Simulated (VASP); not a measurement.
Tl (hcp): the cohesive energy from VASP (plane waves, PAW) at several levels of theory. Atoms are spin-polarised in a large box without symmetry, with the spin fixed by Hund's rule, and may not be in the lowest state of each functional; no zero-point energy is added. Spin-orbit coupling is left out, which shifts such energies by up to tenths of an eV for the heavy elements here.

```
level   cohesive energy (eV/atom)  error against measurement
------  -------------------------  -------------------------
LDA                          2.81                    +49.6 %
PBE                          2.01                     +6.7 %
PBEsol                       2.38                    +26.8 %
PW91                         2.06                     +9.8 %
SCAN                         2.18                    +15.7 %
r2SCAN                       2.08                    +10.8 %
```

Measured: 1.88 eV/atom at 0 K (as given by Kittel, Introduction to Solid State Physics (2005); 0 K, 1 atm; zero-point vibration energy not added).

The cell of the LDA run:

```
Tl
1.0
    1.72719    -2.99157     0.00000
    1.72719     2.99157     0.00000
    0.00000     0.00000     5.31769
Tl
2
Direct
  0.33333   0.66667   0.25000
  0.66667   0.33333   0.75000
```

Only levels that ran to the end are used. Left out are those held back, those with too coarse a band path, GW runs whose mesh misses a band edge, hybrids' fits of cells that aren't cubic and levels without matching references; a question may draw on a part of the rest.

The compound is Tl in the hcp structure.
